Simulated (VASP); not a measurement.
Input:

```yaml
crystal:
  lattice:
    - [0.00000, 2.42098, 2.42098]
    - [2.42098, 0.00000, 2.42098]
    - [2.42098, 2.42098, 0.00000]
  atoms:
    - { symbol: Ca, position: [0.00000, 0.00000, 0.00000] }
    - { symbol: O, position: [0.50000, 0.50000, 0.50000] }
```

Calculation: r2SCAN+rVV10, VASP's PBE PAW potentials (set 64) (plane waves; VASP). Run with 520 eV cut-off, 10×10×10 Γ-centred mesh, Gaussian smearing of 0.050 eV, potentials Ca_sv O.

Q: Predict the energy per atom (σ→0), pressure, band gap (on the k-mesh) with the smallest direct gap where there is one.

A: 
| Property | Value |
|---|---|
| band gap (on the k-mesh) | 4.16 eV |
| smallest direct gap (on the k-mesh) | 4.54 eV |
| energy per atom (σ→0) | -9.514 eV/atom |
| pressure | -3.30 GPa |

Only differences to runs with the same potentials and settings are physical.

The compound is CaO in the rock salt structure. This cell is one point of a volume scan, at 1.03 of the reference volume.
